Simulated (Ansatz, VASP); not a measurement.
# HfZn2 (HfZn2 (Fd-3m)) in two plane-wave programs, part 2 of 2

Wanted: the spread between two codes on one cell, functional and k mesh. The cell is taken from a series of runs on this material, whose earlier steps may have relaxed, scaled, displaced or heated it; both programs get it as it stands.

VASP 6.6.1 and Ansatz 0.2.0.

So far: The starting structure; Ansatz: relaxation of cell and atoms, r2SCAN.

## (3) VASP: relaxation of cell and atoms, r2SCAN

Level of this step: r2SCAN, spin-polarised from a ferromagnetic start; plane waves and PAW (Hf_pv, Zn) (VASP).

The same cell, functional, mesh and smearing now go to VASP, with its own data sets.

Lines of VASP's logs that name or quote its potential files are left out, and so is its time.

Contents of INCAR:

```
SYSTEM = HfZn2
PREC = Accurate
ENCUT = 550
EDIFF = 1E-07
NELM = 200
ISMEAR = -1
SIGMA = 0.05
LREAL = .FALSE.
ALGO = Normal
METAGGA = R2SCAN
LASPH = .TRUE.
NBANDS = 46
ISPIN = 2
MAGMOM = 0.61 0.61 0.01 0.01 0.01 0.01
LMAXMIX = 4
LORBIT = 11
LWAVE = .FALSE.
LCHARG = .FALSE.
ISIF = 3
IBRION = 2
NSW = 80
EDIFFG = -0.005
GGA_COMPAT = .FALSE.
NELMIN = 4
LMIXTAU = .TRUE.
KPAR = 2
```

Contents of POSCAR:

```
HfZn2
1.0
    0.0000000000      3.6412070000      3.6412070000
    3.6412070000      0.0000000000      3.6412070000
    3.6412070000      3.6412070000      0.0000000000
Hf Zn
2 4
Direct
    0.2500000687      0.2500000687      0.2500000687
    0.0000000000      0.0000000000      0.0000000000
    0.6250000343      0.6250000343      0.1249998970
    0.6250000343      0.1249998970      0.6250000343
    0.6250000343      0.6250000343      0.6250000343
    0.1249998970      0.6250000343      0.6250000343
```

Contents of KPOINTS:

```
Automatic mesh
0
Gamma
9 9 9
0 0 0
```

PAW data sets: Hf_pv and Zn (PBE family, release 64).

Started as:

```sh
> mpirun -np 2 vasp_std
```

Numbers of over 12 decimals in the logs are rounded to 6 here.

Log:

```text
[banner, memory and clock lines left out]
running    2 mpi-ranks, on    1 nodes
 distrk:  each k-point on    1 cores,    2 groups
 distr:  one band on    1 cores,    1 groups

 POSCAR found type information on POSCAR HfZn
 POSCAR found :  2 types and       6 ions
|                                                                             |
|               ----> ADVICE to this user running VASP <----                  |
|                                                                             |
|     You enforced a specific xc type in the INCAR file but a different       |
|     [... a line on the potential file left out ...]
|     I HOPE YOU KNOW WHAT YOU ARE DOING!                                     |
|                                                                             |

 LDA part: xc-table for (None), standard interpolation
 POSCAR, INCAR and KPOINTS ok, starting setup
 FFT: planning ... GRIDC
 FFT: planning ... GRID_SOFT
 FFT: planning ... GRID
 WAVECAR not read
 entering main loop
       N       E                     dE             d eps       ncg     rms          rms(c)
DAV:   1     0.456683771489E+03    0.45668E+03   -0.33675E+04  6448   0.218E+03
DAV:   2    -0.807943799717E+02   -0.53748E+03   -0.51733E+03  6440   0.505E+02
DAV:   3    -0.137255111628E+03   -0.56461E+02   -0.54953E+02  7082   0.152E+02
DAV:   4    -0.139133832344E+03   -0.18787E+01   -0.18605E+01  7504   0.259E+01
DAV:   5    -0.139161979569E+03   -0.28147E-01   -0.28135E-01  7380   0.291E+00    0.699E+01
DAV:   6    -0.128142936205E+03    0.11019E+02   -0.97326E+00  7612   0.395E+01    0.407E+01
DAV:   7    -0.124681078446E+03    0.34619E+01   -0.62894E+00  8090   0.239E+01    0.567E+00
DAV:   8    -0.127506968949E+03   -0.28259E+01   -0.33948E+00  7380   0.133E+01    0.729E+00
DAV:   9    -0.127588994679E+03   -0.82026E-01   -0.21457E-01  7258   0.250E+00    0.743E-01
DAV:  10    -0.127615274840E+03   -0.26280E-01   -0.42375E-02  6932   0.143E+00    0.943E-01
DAV:  11    -0.127614985176E+03    0.28966E-03   -0.43055E-03  7476   0.384E-01    0.710E-01
DAV:  12    -0.127617660108E+03   -0.26749E-02   -0.21007E-03  7002   0.282E-01    0.243E-01
DAV:  13    -0.127617854836E+03   -0.19473E-03   -0.97034E-04  7120   0.183E-01    0.192E-01
DAV:  14    -0.127617910161E+03   -0.55325E-04   -0.28816E-04  7014   0.816E-02    0.422E-02
DAV:  15    -0.127617921085E+03   -0.10924E-04   -0.23752E-05  7116   0.321E-02    0.195E-02
DAV:  16    -0.127617928788E+03   -0.77023E-05   -0.19765E-05  7208   0.311E-02    0.959E-03
DAV:  17    -0.127617927928E+03    0.85939E-06   -0.10993E-06  7058   0.642E-03    0.117E-02
DAV:  18    -0.127617926265E+03    0.16629E-05   -0.84574E-07  6452   0.509E-03    0.309E-03
DAV:  19    -0.127617925666E+03    0.59902E-06   -0.29897E-07  5780   0.375E-03    0.799E-04
DAV:  20    -0.127617925596E+03    0.69987E-07   -0.23475E-08  3790   0.101E-03
   1 F= -.12761793E+03 E0= -.12760908E+03  d E =-.127618E+03  mag=     2.0675
 curvature:   0.00 expect dE= 0.000E+00 dE for cont linesearch  0.000E+00
 trial: gam= 0.00000 g(F)=  0.483E-39 g(S)=  0.740E-04 ort = 0.000E+00 (trialstep = 0.100E+01)
 search vector abs. value=  0.740E-04
 bond charge predicted
       N       E                     dE             d eps       ncg     rms          rms(c)
DAV:   1    -0.127619329374E+03   -0.14037E-02   -0.17648E-02  7444   0.149E+00    0.347E-01
DAV:   2    -0.127617997356E+03    0.13320E-02   -0.45833E-03  7492   0.963E-01    0.107E-01
DAV:   3    -0.127617875728E+03    0.12163E-03   -0.18862E-04  8064   0.138E-01    0.552E-02
DAV:   4    -0.127617845971E+03    0.29757E-04   -0.56071E-05  8434   0.639E-02    0.288E-02
DAV:   5    -0.127617848944E+03   -0.29729E-05   -0.66114E-06  7540   0.171E-02    0.151E-02
DAV:   6    -0.127617854603E+03   -0.56591E-05   -0.21805E-06  7336   0.104E-02    0.509E-03
DAV:   7    -0.127617855801E+03   -0.11983E-05   -0.48923E-07  6920   0.402E-03    0.223E-03
DAV:   8    -0.127617855530E+03    0.27107E-06   -0.97288E-08  4208   0.206E-03    0.209E-03
DAV:   9    -0.127617855162E+03    0.36777E-06   -0.15829E-08  3574   0.974E-04    0.689E-04
DAV:  10    -0.127617855219E+03   -0.56538E-07   -0.66560E-09  3502   0.654E-04
   2 F= -.12761786E+03 E0= -.12760900E+03  d E =0.703774E-04  mag=     2.0685
 trial-energy change:    0.000070  1 .order   -0.000010   -0.000074    0.000054
 step:   0.5800(harm=  0.5800)  dis= 0.00000  next Energy=  -127.617947 (dE=-0.214E-04)
 bond charge predicted
       N       E                     dE             d eps       ncg     rms          rms(c)
DAV:   1    -0.127618119986E+03   -0.26482E-03   -0.31116E-03  7432   0.626E-01    0.146E-01
DAV:   2    -0.127617955176E+03    0.16481E-03   -0.81457E-04  7474   0.408E-01    0.448E-02
DAV:   3    -0.127617924652E+03    0.30523E-04   -0.34114E-05  8050   0.596E-02    0.231E-02
DAV:   4    -0.127617914165E+03    0.10488E-04   -0.99911E-06  8420   0.270E-02    0.120E-02
DAV:   5    -0.127617908959E+03    0.52059E-05   -0.11779E-06  7496   0.722E-03    0.631E-03
DAV:   6    -0.127617905537E+03    0.34218E-05   -0.37546E-07  6004   0.437E-03    0.216E-03
DAV:   7    -0.127617905021E+03    0.51561E-06   -0.88176E-08  3966   0.173E-03    0.855E-04
DAV:   8    -0.127617905134E+03   -0.11245E-06   -0.20976E-08  3466   0.927E-04    0.865E-04
DAV:   9    -0.127617905279E+03   -0.14557E-06   -0.33223E-09  3322   0.475E-04    0.378E-04
DAV:  10    -0.127617905266E+03    0.13131E-07   -0.13744E-09  3328   0.290E-04
   3 F= -.12761791E+03 E0= -.12760906E+03  d E =0.203303E-04  mag=     2.0681
 curvature:  -0.29 expect dE=-0.172E-10 dE for cont linesearch -0.172E-10
 trial: gam= 0.00000 g(F)=  0.230E-39 g(S)=  0.594E-10 ort =-0.663E-07 (trialstep = 0.916E+00)
 search vector abs. value=  0.159E-09
 reached required accuracy - stopping structural energy minimisation
```

OUTCAR, selected parts (step 3):

```text
ion  position               nearest neighbor table
   1  0.250  0.250  0.250-   4 3.02   6 3.02   3 3.02   5 3.02   5 3.02   5 3.02   3 3.02   4 3.02
                             6 3.02   3 3.02   4 3.02   6 3.02   2 3.15   2 3.15   2 3.15   2 3.15
   2  0.000  0.000  0.000-   3 3.02   4 3.02   3 3.02   6 3.02   4 3.02   6 3.02   5 3.02   5 3.02
                             5 3.02   3 3.02   4 3.02   6 3.02   1 3.15   1 3.15   1 3.15   1 3.15
   3  0.625  0.625  0.125-   4 2.57   5 2.57   6 2.57   5 2.57   4 2.57   6 2.57   1 3.02   2 3.02
                             2 3.02   2 3.02   1 3.02   1 3.02
   4  0.625  0.125  0.625-   3 2.57   5 2.57   6 2.57   3 2.57   5 2.57   6 2.57   1 3.02   2 3.02
                             2 3.02   2 3.02   1 3.02   1 3.02
   5  0.625  0.625  0.625-   3 2.57   4 2.57   6 2.57   3 2.57   4 2.57   6 2.57   1 3.02   1 3.02
                             1 3.02   2 3.02   2 3.02   2 3.02
   6  0.125  0.625  0.625-   3 2.57   4 2.57   5 2.57   5 2.57   3 2.57   4 2.57   1 3.02   2 3.02
                             2 3.02   2 3.02   1 3.02   1 3.02

  LATTYP: Found a face centered cubic cell.
 ALAT       =     7.2824140000

 Subroutine GETGRP returns: Found 48 space group operations
 (whereof 24 operations were pure point group operations)

The static configuration has the point symmetry T_d .
 The point group associated with its full space group is O_h .

 Found     35 irreducible k-points:

   k-points           NKPTS =     35   k-points in BZ     NKDIM =     35   number of bands    NBANDS=     46

   dimension x,y,z NGX =    40 NGY =   40 NGZ =   40
   dimension x,y,z NGXF=    80 NGYF=   80 NGZF=   80

   ENCUT  =  550.0 eV  40.42 Ry    6.36 a.u.   9.85  9.85  9.85*2*pi/ulx,y,z

   NELECT =      68.0000    total number of electrons

 k-points in reciprocal lattice and weights: Automatic mesh
   0.00000000  0.00000000  0.00000000       0.001
   0.11111111  0.00000000  0.00000000       0.011
   0.22222222  0.00000000  0.00000000       0.011
   0.33333333  0.00000000  0.00000000       0.011
   0.44444444  0.00000000  0.00000000       0.011
   0.11111111  0.11111111  0.00000000       0.008
   0.22222222  0.11111111  0.00000000       0.033
   0.33333333  0.11111111  0.00000000       0.033
   0.44444444  0.11111111  0.00000000       0.033
[...]
-0.33333333  0.44444444  0.11111111       0.033
  -0.33333333  0.44444444  0.22222222       0.033

 average (electrostatic) potential at core
       1 -43.9853       2 -43.9853       3 -40.9796       4 -40.9796       5 -40.9796
       6 -40.9796

 E-fermi :   4.0726

 spin component 1
 k-point     1 :       0.0000    0.0000    0.0000
  band No.  band energies     occupation
    ...
     32       1.9070      1.00000
     33       1.9070      1.00000
     34       2.4549      1.00000
     35       2.4549      1.00000
     36       2.4550      1.00000
     37       6.1765      0.00000
     38       7.8218      0.00000
     39       7.8218      0.00000
     40       7.8218      0.00000
     41       8.4172      0.00000
    ...

 k-point     2 :       0.1111    0.0000    0.0000
  band No.  band energies     occupation
    ...
     32       1.9875      1.00000
     33       1.9875      1.00000
     34       2.6528      1.00000
     35       2.6528      1.00000
     36       3.2536      1.00000
     37       6.5930      0.00000
     38       7.9127      0.00000
     39       7.9128      0.00000
     40       7.9268      0.00000
     41       8.3243      0.00000
    ...

 k-point     3 :       0.2222    0.0000    0.0000
  band No.  band energies     occupation
    ...
     32       2.2639      1.00000
     33       2.2639      1.00000
     34       2.9374      1.00000
     35       2.9374      1.00000
     36       3.9373      0.93742
     37       7.2236      0.00000
     38       7.7979      0.00000
     39       8.0103      0.00000
     40       8.0103      0.00000
     41       8.2251      0.00000
    ...

 k-point     4 :       0.3333    0.0000    0.0000
  band No.  band energies     occupation
    ...
     32       2.6273      1.00000
     33       2.6273      1.00000
     34       3.1176      1.00000
     35       3.1176      1.00000
     36       3.7988      0.99583
     37       7.4627      0.00000
     38       7.4627      0.00000
     39       7.5742      0.00000
     40       8.2581      0.00000
     41       8.7277      0.00000
    ...

 k-point     5 :       0.4444    0.0000    0.0000
  band No.  band energies     occupation
    ...
     32       2.9032      1.00000
     33       2.9032      1.00000
     34       3.1930      1.00000
     35       3.1930      1.00000
     36       3.3113      1.00000
     37       7.0101      0.00000
     38       7.0101      0.00000
     39       7.5979      0.00000
     40       8.7345      0.00000
     41       8.7345      0.00000
    ...

 k-point     6 :       0.1111    0.1111    0.0000
  band No.  band energies     occupation
    ...
     32       1.9161      1.00000
     33       2.0135      1.00000
     34       2.7396      1.00000
     35       2.7396      1.00000
     36       3.3648      1.00000
     37       6.7619      0.00000
     38       7.9235      0.00000
     39       7.9235      0.00000
     40       8.0212      0.00000
     41       8.1339      0.00000
    ...

  Total       -0.0000496     -0.0000496     -0.0000496      0.0000000      0.0000000      0.0000000
  in kB       -0.0008230     -0.0008230     -0.0008230      0.0000000      0.0000000      0.0000000
  external PRESSURE =      -0.0008230 kB  Pullay stress =       0.0000000 kB

  energy-cutoff  :      550.00
  volume of cell :       96.63
      direct lattice vectors                 reciprocal lattice vectors
     0.000000000  3.642147237  3.642147237    -0.137281655  0.137281655  0.137281655
     3.642147237 -0.000000000  3.642147237     0.137281655 -0.137281655  0.137281655
     3.642147237  3.642147237  0.000000000     0.137281655  0.137281655 -0.137281655

 POSITION                                       TOTAL-FORCE (eV/Angst)
 -----------------------------------------------------------------------------------
      1.82107      1.82107      1.82107         0.000000      0.000000      0.000000
      0.00000      0.00000      0.00000        -0.000000     -0.000000     -0.000000
      2.73161      2.73161      4.55268         0.000000     -0.000000      0.000000
      2.73161      4.55268      2.73161         0.000000     -0.000000      0.000000
      4.55268      4.55268      4.55268        -0.000000      0.000000      0.000000
      4.55268      2.73161      2.73161        -0.000000      0.000000     -0.000000
 -----------------------------------------------------------------------------------
    total drift:                               -0.000083     -0.000083     -0.000083

  FREE ENERGIE OF THE ION-ELECTRON SYSTEM (eV)
  ---------------------------------------------------
  free  energy   TOTEN  =      -127.6179052660 eV

  energy  without entropy=     -127.6002055422  energy(sigma->0) =     -127.60905540

 reached required accuracy - stopping structural energy minimisation

 total charge
# of ion       s       p       d       tot
------------------------------------------
    1        0.315   6.404   1.521   8.240
    2        0.315   6.404   1.521   8.240
    3        0.608   0.608   9.712  10.928
    4        0.608   0.608   9.712  10.928
    5        0.608   0.608   9.712  10.928
    6        0.608   0.608   9.712  10.928
--------------------------------------------------
tot          3.063  15.239  41.891  60.193

 magnetization (x)
# of ion       s       p       d       tot
------------------------------------------
    1        0.023   0.122   0.565   0.711
    2        0.023   0.122   0.565   0.711
    3       -0.009   0.002   0.016   0.009
    4       -0.009   0.002   0.016   0.009
    5       -0.009   0.002   0.016   0.009
    6       -0.009   0.002   0.016   0.009
--------------------------------------------------
tot          0.011   0.251   1.196   1.457

[... 6 further parts left out ...]
```

SCAN-type functionals tend to overstate the moments of itinerant magnets. Harder data sets than Hf_pv exist (the GW ones), and pressures, volumes and forces can shift noticeably with them.

## (4) Comparison

Known differences besides the potentials themselves: VASP starts from the moments at which Ansatz ended; VASP keeps PBE cores, Ansatz makes them for the functional; the data sets hold 100 valence electrons in Ansatz (on its PAW soft_1 files) and 68 in VASP; the cutoff is 500 eV in Ansatz and 550 eV in VASP; Ansatz adds a Pulay correction to the stress that steers its cell, VASP none; site moments are counted in spheres of each program's own size. Total energies have different zeros and are not compared.

Both answers:

```csv
quantity,Ansatz,VASP,difference
volume (Å³),96.74,96.63,+0.11 %
"edge a after relaxation, in the typed setting (Å)",5.153,5.151,+0.04 %
total moment (μB),2.07,2.07,0.00
moment on Hf1 (μB),0.61,0.71,-0.10
moment on Hf2 (μB),0.61,0.71,-0.10
```

## (5) Results

- difference in volume (relaxation of cell and atoms, r2SCAN): 0.11 %

In words: The difference in volume is 0.11 % (relaxation of cell and atoms, r2SCAN), within the 1.2 % picked in this series as the mark of a large difference, as far as the stopping tolerances let one tell. The data sets hold unlike numbers of valence electrons (100 in Ansatz and 68 in VASP), so part of the differences comes from the potentials. How closely two codes agree says nothing of how well the functional describes the real material.

[Lines on the potential files, build, host, timing and source positions are cut from VASP's logs without a mark.]

[Logs are printed without paths, hosts, clocks, repeated set-up lines and the standing remarks that a program may print on its own settings, such as how far it seeks lower states.]

[Hosts, paths, dates, database ids (printed as entryN), source tags and the programs' standing remarks are cut or masked in the printed files.]
